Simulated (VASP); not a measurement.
```yaml
crystal:
  lattice:
    - [-2.05530, 2.05530, 2.05530]
    - [2.05530, -2.05530, 2.05530]
    - [2.05530, 2.05530, -2.05530]
  atoms:
    - { symbol: La, position: [0.00000, 0.00000, 0.00000] }
```

Level of theory: PBEsol GGA, VASP's PBE PAW potentials (set 64) (plane waves; VASP). Run with 400 eV cut-off, Gaussian smearing of 0.050 eV, potentials La.

Problem. What does the run give for the band gap (along the path) with the smallest direct gap where there is one?

Solution. 
```
Quantity                                                      Value
-------------------------  ----------------------------------------
band gap (along the path)  none (metal, semimetal or under 0.01 eV)
```

The structure was generated: La was put into the bcc type (Im-3m), which need not be its known phase. It was relaxed first, which changed the volume by -7 %.
